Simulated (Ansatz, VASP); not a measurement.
# TiGe: VASP beside Ansatz, part 2 of 2

Wanted: the spread between two codes on one cell, functional and k mesh. The cell is invented: As first built, before any earlier steps moved the atoms (in the runner's words): it takes the ZrTi structure with some of its atoms replaced by other elements, volume scaled by an estimate. It may not be a known or stable phase. The cell is taken from a series of VASP runs on this material, whose earlier steps may have relaxed, scaled or displaced it; both programs get it as it stands. Other levels of theory on this material are compared in a session of their own.

VASP 6.6.1 and Ansatz 0.2.0.

So far. Step 2 (VASP: band structure, PBEsol): At this level the cell is under a tension of 5.3 GPa, so at these settings it is away from equilibrium.

### 5. VASP: band structure, PBE, spin-orbit coupling

Level of this step: PBE, spin-orbit coupling; plane waves and PAW (Ge_d, Ti_sv); invented cell (VASP).

With cell and atoms fixed, the geometry can't cause a difference; cores, projectors, grids and the points listed under the comparison can.

Contents of INCAR:

```
SYSTEM = TiGe
PREC = Accurate
ENCUT = 410
EDIFF = 1E-06
NELM = 100
ISMEAR = 0
SIGMA = 0.02
LREAL = .FALSE.
ALGO = Normal
GGA = PE
LNONCOLLINEAR = .TRUE.
MAGMOM = 0 0 0 0 0 0
NBANDS = 38
GGA_COMPAT = .FALSE.
LASPH = .TRUE.
LSORBIT = .TRUE.
LMAXMIX = 4
LORBIT = 11
LWAVE = .FALSE.
LCHARG = .FALSE.
KPAR = 4
```

Contents of POSCAR:

```
TiGe
1.0
    2.8938546256      0.0000000000      0.0000000000
    0.0000000000      2.8938546256      0.0000000000
    0.0000000000      0.0000000000      3.8087727035
Ge Ti
1 1
Direct
    0.5000000000      0.5000000000      0.5000000000
    0.0000000000      0.0000000000      0.0000000000
```

Contents of KPOINTS:

```
Automatic mesh
0
Gamma
6 6 5
0 0 0
```

Contents of KPOINTS_OPT:

```
Line mode
16
Line-mode
Reciprocal
  0.00000000   0.00000000   0.00000000 GAMMA
  0.00000000   0.50000000   0.00000000 X

  0.00000000   0.50000000   0.00000000 X
  0.50000000   0.50000000   0.00000000 M

  0.50000000   0.50000000   0.00000000 M
  0.00000000   0.00000000   0.00000000 GAMMA

  0.00000000   0.00000000   0.00000000 GAMMA
  0.00000000   0.00000000   0.50000000 Z

  0.00000000   0.00000000   0.50000000 Z
  0.00000000   0.50000000   0.50000000 R

  0.00000000   0.50000000   0.50000000 R
  0.50000000   0.50000000   0.50000000 A

  0.50000000   0.50000000   0.50000000 A
  0.00000000   0.00000000   0.50000000 Z

  0.00000000   0.50000000   0.00000000 X
  0.00000000   0.50000000   0.50000000 R

  0.50000000   0.50000000   0.00000000 M
  0.50000000   0.50000000   0.50000000 A
```

PAW data sets: Ge_d and Ti_sv (PBE family, release 64).

Started as:

```sh
$ mpirun -np 4 vasp_ncl
```

Numbers of over 12 decimals in the logs are rounded to 6 here.

What it wrote:

```text
[banner, memory and clock lines left out]
running    4 mpi-ranks, on    1 nodes
[...]
LDA part: xc-table for (Slater+PW92), standard interpolation
 POSCAR, INCAR and KPOINTS ok, starting setup
[...]
entering main loop
       N       E                     dE             d eps       ncg     rms          rms(c)
DAV:   1     0.250068764206E+03    0.25007E+03   -0.10726E+04  2978   0.287E+03
DAV:   2     0.262439106532E+02   -0.22382E+03   -0.21505E+03  2280   0.654E+02
DAV:   3    -0.117066803727E+02   -0.37951E+02   -0.37157E+02  2984   0.180E+02
DAV:   4    -0.146084236148E+02   -0.29017E+01   -0.28500E+01  3200   0.486E+01
[...]
DAV:  11    -0.131940385697E+02    0.93445E-05   -0.29989E-04  3142   0.221E-01    0.369E-02
DAV:  12    -0.131940343685E+02    0.42012E-05   -0.41842E-05  3316   0.987E-02    0.181E-02
DAV:  13    -0.131940339517E+02    0.41683E-06   -0.21073E-06  2298   0.152E-02
   1 F= -.13194034E+02 E0= -.13193833E+02  d E =-.402436E-03  mag=    -0.0000     0.0000    -0.0000
 Start KPOINTS_OPT (optional k-point list driver)
k-point batch [1-30\144]
       N       E                     dE             ncg
DAV:   1    -0.262529626197E+04   -0.19763E+05     2964
DAV:   2    -0.937855981579E+04   -0.67533E+04     2280
DAV:   3    -0.105163389872E+05   -0.11378E+04     2980
DAV:   4    -0.106056338823E+05   -0.89295E+02     3204
[...]
DAV:   8    -0.106090481538E+05   -0.33262E-04     2764
DAV:   9    -0.106090481554E+05   -0.15176E-05     1932
DAV:  10    -0.106090481554E+05   -0.71690E-07     1494
[...]
k-point batch [121-144\144]
       N       E                     dE             ncg
DAV:   1     0.240018076451E+04   -0.27178E+05     2368
DAV:   2    -0.290687483213E+04   -0.53071E+04     1830
DAV:   3    -0.381156341479E+04   -0.90469E+03     2378
DAV:   4    -0.387046925330E+04   -0.58906E+02     2490
[...]
DAV:   8    -0.387315764531E+04   -0.29935E-04     2080
DAV:   9    -0.387315764665E+04   -0.13408E-05     1538
DAV:  10    -0.387315764672E+04   -0.72094E-07     1184
```

OUTCAR, selected parts (step 5):

```text
  Total       -0.0478192     -0.0478192     -0.1230991      0.0000000     -0.0000000      0.0000000
  in kB       -2.4020084     -2.4020084     -6.1833936      0.0000000     -0.0000000      0.0000000
  external PRESSURE =      -3.6624701 kB  Pullay stress =       0.0000000 kB

  FREE ENERGIE OF THE ION-ELECTRON SYSTEM (eV)
  ---------------------------------------------------
  free  energy   TOTEN  =       -13.1940339517 eV

  energy  without entropy=      -13.1936315158  energy(sigma->0) =      -13.19383273

 magnetization (x)
# of ion       s       p       d       tot
------------------------------------------
    1        0.000   0.000  -0.000  -0.000
    2        0.000   0.000  -0.000  -0.000
--------------------------------------------------
tot          0.000   0.000  -0.000  -0.000

 magnetization (y)
# of ion       s       p       d       tot
------------------------------------------
    1        0.000   0.000  -0.000   0.000
    2       -0.000   0.000  -0.000  -0.000
--------------------------------------------------
tot         -0.000   0.000  -0.000  -0.000

 magnetization (z)
# of ion       s       p       d       tot
------------------------------------------
    1        0.000   0.000   0.000   0.000
    2       -0.000  -0.000  -0.000  -0.000
--------------------------------------------------
tot          0.000  -0.000  -0.000  -0.000

[... 2 parts as in an earlier step ...]

[... 2 further parts left out ...]
[key lines of the parts left out:]
E-fermi :   9.2095
```

The run ends at a pressure of -0.37 GPa.

### 6. Ansatz: band structure, PBE, spin-orbit coupling

The same cell, functional, mesh and smearing now go to Ansatz, which takes its cutoff from its data sets.

The cell is taken from a series of VASP runs on this material, whose earlier steps may have relaxed, scaled or displaced it; both programs get it as it stands.

Contents of input.yaml:

```yaml
crystal:
  lattice:
    - [2.8938546256, 0.0, 0.0]
    - [0.0, 2.8938546256, 0.0]
    - [0.0, 0.0, 3.8087727035]
  atoms:
    - { symbol: Ge, position: [0.5, 0.5, 0.5] }
    - { symbol: Ti, position: [0.0, 0.0, 0.0] }
hamiltonian:
  xc: pbe
  pseudopotentials: { kind: paw_fr }
magnetization:
  noncollinear: true
  spin_orbit: true
kpoints:
  mp_grid: { grid: [6, 6, 5] }
  band_path:
    path:
      - [0.0, 0.0, 0.0]
      - [0.0, 0.13333, 0.0]
      - [0.0, 0.3, 0.0]
      - [0.0, 0.46667, 0.0]
      - [0.1, 0.5, 0.0]
      - [0.26667, 0.5, 0.0]
      - [0.43333, 0.5, 0.0]
      - [0.43333, 0.43333, 0.0]
      - [0.26667, 0.26667, 0.0]
      - [0.1, 0.1, 0.0]
      - [0.0, 0.0, 0.03333]
      - [0.0, 0.0, 0.2]
      - [0.0, 0.0, 0.36667]
      - [0.0, 0.0, 0.5]
      - [0.0, 0.16667, 0.5]
      - [0.0, 0.3, 0.5]
      - [0.0, 0.46667, 0.5]
      - [0.1, 0.5, 0.5]
      - [0.26667, 0.5, 0.5]
      - [0.43333, 0.5, 0.5]
      - [0.43333, 0.43333, 0.5]
      - [0.26667, 0.26667, 0.5]
      - [0.1, 0.1, 0.5]
      - [0.0, 0.5, 0.03333]
      - [0.0, 0.5, 0.2]
      - [0.0, 0.5, 0.36667]
      - [0.5, 0.5, 0.0]
      - [0.5, 0.5, 0.16667]
      - [0.5, 0.5, 0.33333]
      - [0.5, 0.5, 0.5]
    npoints: 1
scf:
  occupations: { method: gaussian, width: 0.02 }
  n_extra_bands: 14
output:
  forces: true
  stress: true
  eigenvalues: true
  write_density: true
  write_potential: true
  elf: true
  volumetric_format: npy
```

Started as:

```sh
$ ansatz run input.yaml --threads 2 --pin off --max-ram 4608MiB --backend cpu --events-out ev --progress --plain --runs-dir out
```

What it wrote:

```text
[...]
non-collinear run that drives no moment, with spin-orbit: no starting moment large enough to seed its density (crystal.atoms[].spin), no starting occupations that ask for one, no magnetisation constraint and no magnetic field, so the semilocal B_xc is pinned to zero
Crystal: 2 atoms, lattice volume = 31.896 Å³
[...]
k-point 1: bands = [... 22 lower, 13.3167, 13.3167, 14.2769, 14.2769, 15.6668, 15.6668, 15.7107, 15.7107, ... 10 higher]
  k-point 2: bands = [... 22 lower, 13.4257, 13.4257, 15.0052, 15.0052, 15.1371, 15.1371, 15.1838, 15.1838, ... 10 higher]
  k-point 29: bands = [... 22 lower, 10.3737, 10.3737, 11.3734, 11.3734, 15.7019, 15.7019, 17.3333, 17.3333, ... 10 higher]
[key lines of the parts left out:]
SCF converged after 8 iterations
Magnetization: |M| = 0.0000 μB,  M = (+0.0000, +0.0000, +0.0000) μB
Free energy (F): -6795.656107 eV
Fermi energy:    14.473665 eV
P = ⅓ Tr σ = 0.0461 GPa (0.461 kbar)
```

Run time: 6.8 s. Hardware: 2 threads of Intel Xeon Platinum 8488C (Sapphire Rapids), shared host; peak memory 0.5 GiB.

### 7. Comparison

What differs besides the data sets and the points named for the pairs above, as far as they apply: spin-orbit coupling enters by fully relativistic files in Ansatz and inside the spheres in VASP. Total energies have different zeros and are not compared.

Compared:

| quantity | Ansatz | VASP | difference |
| --- | --- | --- | --- |
| pressure (GPa) | 0.05 | -0.37 | +0.41 |

Levels from 3 eV below to 2 eV above the Fermi level differ by 4 meV r.m.s. and 8 meV at most; each VASP level is matched to the nearest of Ansatz, which flatters the figure a little.

### 8. Summary of results

```json
{
 "r.m.s. difference of levels near the Fermi level (band structure, PBEsol)": "4.8 meV",
 "r.m.s. difference of levels near the Fermi level (band structure, PBE, spin-orbit coupling)": "3.5 meV"
}
```

What this shows: The r.m.s. difference of levels near the Fermi level is 4.8 meV (band structure, PBEsol), within the 80 meV picked in this series as the mark of a large difference. 3 further runs of this series are not shown here. Such differences can come from data sets, numerical settings and the points named under the comparisons, not from the functional's error against experiment.

[Lines on the potential files, build, host, timing and source positions are cut from VASP's logs without a mark.]

[Logs are printed without paths, hosts, clocks, repeated set-up lines and the standing remarks that a program may print on its own settings, such as how far it seeks lower states.]

[Hosts, paths, dates, database ids (printed as entryN), source tags and the programs' standing remarks are cut or masked in the printed files.]
